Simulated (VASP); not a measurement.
Output of a VASP run:

OSZICAR:
```
       N       E                     dE             d eps       ncg     rms          rms(c)
DAV:   1    -0.974563510545E+01   -0.97456E+01   -0.21529E+01   504   0.363E+01    0.131E+02
DAV:   2    -0.106679298509E+02   -0.92229E+00   -0.24159E+00   629   0.120E+01    0.143E+02
DAV:   3    -0.107471627582E+02   -0.79233E-01   -0.21864E-01   491   0.307E+00    0.103E+02
DAV:   4    -0.107273065224E+02    0.19856E-01   -0.35383E-02   493   0.176E+00    0.651E+01
DAV:   5    -0.107093809641E+02    0.17926E-01   -0.10648E-02   516   0.111E+00    0.381E+01
DAV:   6    -0.107035065834E+02    0.58744E-02   -0.89407E-03   509   0.861E-01    0.215E+01
DAV:   7    -0.107035727868E+02   -0.66203E-04   -0.63776E-03   512   0.641E-01    0.121E+01
DAV:   8    -0.107044673281E+02   -0.89454E-03   -0.30313E-03   518   0.412E-01    0.671E+00
DAV:   9    -0.107047366595E+02   -0.26933E-03   -0.85327E-04   449   0.220E-01    0.372E+00
DAV:  10    -0.107046637115E+02    0.72948E-04   -0.22816E-04   449   0.124E-01    0.203E+00
DAV:  11    -0.107045859348E+02    0.77777E-04   -0.13736E-04   560   0.815E-02    0.133E+00
DAV:  12    -0.107045692679E+02    0.16667E-04   -0.95370E-05   565   0.610E-02    0.117E+00
DAV:  13    -0.107045766261E+02   -0.73582E-05   -0.53762E-05   573   0.468E-02    0.105E+00
DAV:  14    -0.107045822500E+02   -0.56239E-05   -0.19622E-05   590   0.305E-02    0.830E-01
DAV:  15    -0.107045828185E+02   -0.56848E-06   -0.42751E-06   491   0.177E-02
   1 F= -.10704583E+02 E0= -.10704583E+02  d E =-.181261E-17
       N       E                     dE             ncg
```

**OUTCAR**
```
------------------------ aborting loop because EDIFF is reached ----------------------------------------
  FORCE on cell =-STRESS in cart. coord.  units (eV):
  Direction    XX          YY          ZZ          XY          YZ          ZX
  --------------------------------------------------------------------------------------
  Total       -0.1069475     -0.1069475     -0.1069475      0.0000000     -0.0000000      0.0000000
  in kB       -2.3257601     -2.3257601     -2.3257601      0.0000000     -0.0000000      0.0000000
  external PRESSURE =      -2.3257601 kB  Pullay stress =       0.0000000 kB
  volume of cell :       73.67
      direct lattice vectors                 reciprocal lattice vectors
     0.000000000  3.327326896  3.327326896    -0.150270778  0.150270778  0.150270778
     3.327326896  0.000000000  3.327326896     0.150270778 -0.150270778  0.150270778
     3.327326896  3.327326896  0.000000000     0.150270778  0.150270778 -0.150270778
 POSITION                                       TOTAL-FORCE (eV/Angst)
 -----------------------------------------------------------------------------------
      0.00000      0.00000      0.00000         0.000000      0.000000      0.000000
      1.66366      1.66366      1.66366        -0.000000     -0.000000     -0.000000
 -----------------------------------------------------------------------------------
    total drift:                                0.000001     -0.000001      0.000001
  FREE ENERGIE OF THE ION-ELECTRON SYSTEM (eV)
  ---------------------------------------------------
  free  energy   TOTEN  =       -10.7045828185 eV

  energy  without entropy=      -10.7045828185  energy(sigma->0) =      -10.70458282

  exchange ACFDT corr.  =         0.00000000  see jH, gK, PRB 81, 115126
```
(Selected blocks of OUTCAR.)

POSCAR:
```
HgTe
1
    0.0000000000     3.3273268960     3.3273268960
    3.3273268960     0.0000000000     3.3273268960
    3.3273268960     3.3273268960     0.0000000000
Hg Te
1 1
Direct
  0.0000000000   0.0000000000   0.0000000000
  0.2500000000   0.2500000000   0.2500000000
```

**Question.** Reconstruct the remaining input files.

**Answer.** Several could match; the one computed here: the input of the run itself, Hartree-Fock, plane waves, VASP's PBE PAW potentials (set 64).

**INCAR**
```
ISYM = 3
AEXX = 1.0
ISIF = 2   ! forces and stress, cell fixed
SYSTEM = HgTe
HFRCUT = -1
ALGO = Normal   ! blocked Davidson
LWAVE = F
LHFCALC = T
PRECFOCK = Fast
LMAXMIX = 6   ! l cut-off of mixed one-centre charges
GGA = PE   ! PBE
ENCUT = 520   ! plane-wave cut-off (eV)
AGGAC = 0.0
EDIFF = 1E-6   ! SCF stop (eV)
ISMEAR = 0   ! Gaussian
SIGMA = 0.05   ! width (eV)
NELM = 60
PREC = Accurate
LCHARG = F
LASPH = T   ! aspherical one-centre terms
ALDAC = 0.0
LREAL = F   ! projection in real space or not
```

File KPOINTS_OPT:
```
named points and PBE's band edges
8
Reciprocal
  0.000000   0.000000   0.000000 1 ! GAMMA
 -0.500000  -0.500000   0.000000 1 ! X
  0.000000   0.000000   0.500000 1 ! L
 -0.500000  -0.250000   0.250000 1 ! W
 -0.375000   0.000000   0.375000 1 ! K
 -0.375000  -0.375000   0.250000 1 ! U
 -0.464290  -0.232140   0.267860 1 ! near an edge
 -0.464290  -0.464290   0.000000 1 ! near an edge
```

KPOINTS:
```
Automatic mesh
0
Gamma
6 6 6
0 0 0
```

POTCAR, in this order: Hg Te (PBE.64 set). Program: vasp_std. Read from the step before: WAVECAR.

The compound is HgTe in the zinc blende structure. It was relaxed first, which changed the volume by +9 %.
